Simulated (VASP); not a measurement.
Write the native input for VASP 6.6.1 that does the following.

| Item | Value |
| --- | --- |
| Task | relaxation of cell and atoms |
| Functional | PBE |
| Potentials or basis | VASP PAW PBE potentials, release 64 (Sb, Bi_d, S) |
| Cutoff | 520 eV |
| k mesh | 4 × 3 × 4 |
| Occupations | gaussian, width 0.15 eV |
| Spin | no spin polarisation |
| Further INCAR settings | PREC = Normal; LREAL = Auto; ALGO = Fast; EDIFF = 1e-05; ISYM = 0; IBRION = 2; EDIFFG = -0.03; NSW = 110; ISIF = 3 |

The structure of BiSbS4 lies in POSCAR:

```
BiSbS4
1.0
    6.6230197300      0.0359731900      0.0336555600
    0.0413557500      7.7977359100     -0.0336250600
   -0.0294761900     -0.0303630500      6.6059997600
Sb Bi S
2 2 8
Direct
    0.9512321800      0.2003075900      0.0192642800
    0.9827859900      0.7909268600      0.9680367700
    0.9981137800      0.0110898300      0.5176230100
    0.9972793000      0.4797457000      0.4829718900
    0.7705111500      0.9850750000      0.1692920900
    0.7987075700      0.4963402000      0.1479269800
    0.2288493100      0.9821941600      0.8439100800
    0.2494798600      0.4751122600      0.8739305200
    0.1841792700      0.2647940900      0.2883854100
    0.2349722200      0.7499321300      0.3258102000
    0.8168505800      0.2638631600      0.7016593500
    0.7524942500      0.7637718100      0.7085730500
```

The cell was built by a generator and needn't be a form met in nature.

These files were run (other wordings do the same):

INCAR

```
PREC = Normal
ENCUT = 520
EDIFF = 1E-5
ISMEAR = 0
SIGMA = 0.15
LREAL = Auto
LASPH = True
NELM = 80
ALGO = Fast
ISIF = 3
LWAVE = False
LCHARG = False
GGA = PE
IBRION = 2
NSW = 110
EDIFFG = -0.03
ISYM = 0
KPAR = 4
```

KPOINTS

```
Automatic mesh
0
Gamma
  4 3 4
```

Potentials or basis: VASP PAW PBE potentials, release 64 (Sb, Bi_d, S).

Launch:

```bash
$ cat potpaw_PBE.64/Sb/POTCAR potpaw_PBE.64/Bi_d/POTCAR potpaw_PBE.64/S/POTCAR > POTCAR
$ mpirun -np 4 vasp_std > vasp.out
```

Results of the run:

* Relaxed volume: 28.88 Å³/atom
* Relaxed cell: a = 6.678 Å, b = 7.631 Å, c = 6.800 Å, α = 90.05°, β = 90.40°, γ = 88.98°
* Space group after relaxing (to 0.05 Å): P-1 (No. 2)
* Energy gained by relaxing: 353.8 meV/atom
* Ionic steps: 24
* Pressure after relaxing: 0.0 GPa
* Largest force after relaxing: 0.028 eV/Å
* Band gap on the k mesh: none (metal or under the smearing width)

Caveat: spin-orbit coupling is left out, which moves the levels of the heavy elements.

Wall time 15 min on 4 MPI ranks on Intel(R) Xeon(R) Platinum 8488C (Sapphire Rapids), with other jobs on the host, peak memory 0.48 GiB a rank.
